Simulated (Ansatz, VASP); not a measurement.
## MgSc2O3 in VASP and in Ansatz

INCAR

```
PREC = Accurate
ENCUT = 520
EDIFF = 1E-6
ISMEAR = 0
SIGMA = 0.1
LREAL = F
LASPH = T
NELM = 100
ALGO = Normal
ISIF = 2
LWAVE = F
LCHARG = F
GGA = PE
NBANDS = 30
```

The input KPOINTS:

```
regular mesh
0
Gamma
  6 6 6
```

The input POSCAR:

```
MgSc2O3
1.0
    2.6094157100      1.5065468600      3.1355489300
   -2.6094157100      1.5065468600      3.1355489300
    0.0000000000     -3.0130937200      3.1355489300
Mg Sc O
1 2 3
Direct
    0.0000000000      0.0000000000      0.0000000000
    0.3349770000      0.3349770000      0.3349770000
    0.6650230000      0.6650230000      0.6650230000
    0.1612730000      0.8387270000      0.5000000000
    0.5000000000      0.1612730000      0.8387270000
    0.8387270000      0.5000000000      0.1612730000
```

Input for Ansatz:

```yaml
crystal:
  lattice:
    - [2.60941571, 1.50654686, 3.13554893]
    - [-2.60941571, 1.50654686, 3.13554893]
    - [0.0, -3.01309372, 3.13554893]
  atoms:
    - { symbol: Mg, position: [0.0, 0.0, 0.0] }
    - { symbol: Sc, position: [0.334977, 0.334977, 0.334977] }
    - { symbol: Sc, position: [0.665023, 0.665023, 0.665023] }
    - { symbol: O, position: [0.161273, 0.838727, 0.5] }
    - { symbol: O, position: [0.5, 0.161273, 0.838727] }
    - { symbol: O, position: [0.838727, 0.5, 0.161273] }
basis:
  ecutwfc: 420
kpoints:
  mp_grid: { grid: [6, 6, 6] }
hamiltonian:
  xc: pbe
scf:
  occupations: { method: gaussian, width: 0.1 }
  lower_state_search: "off"
output:
  forces: true
  stress: true
  eigenvalues: true
```

Alike in both runs: task single point; functional PBE; k mesh 6 × 6 × 6; occupations gaussian, width 0.1 eV; no spin polarisation.

```csv
,VASP,Ansatz
version,VASP 6.6.1,Ansatz 0.2.0
potentials or method,"VASP PAW PBE potentials, release 64 (Mg, Sc_sv, O)","scalar-relativistic, plane waves, PAW"
plane-wave cutoff (eV),520,420
valence electrons in the cell,42,50
```

```tsv
	VASP	Ansatz	Ansatz less VASP
gap on the k mesh at the Fermi level (eV)	none	none	-
pressure (GPa)	-11.1	-11.3	-0.19
largest component of the traceless stress (GPa)	22.19	22.26	+0.072
rms of the force components (eV/Å)	0.224	0.233	+0.0083
```

Atom by atom the forces differ by 0.008 eV/Å (rms over components). A gap of «none» marks a metal or a gap that the smearing closes. With one functional, cell and mesh, what is left measures potentials, basis and numerics. The two sets of potentials don't hold the same shells in valence.
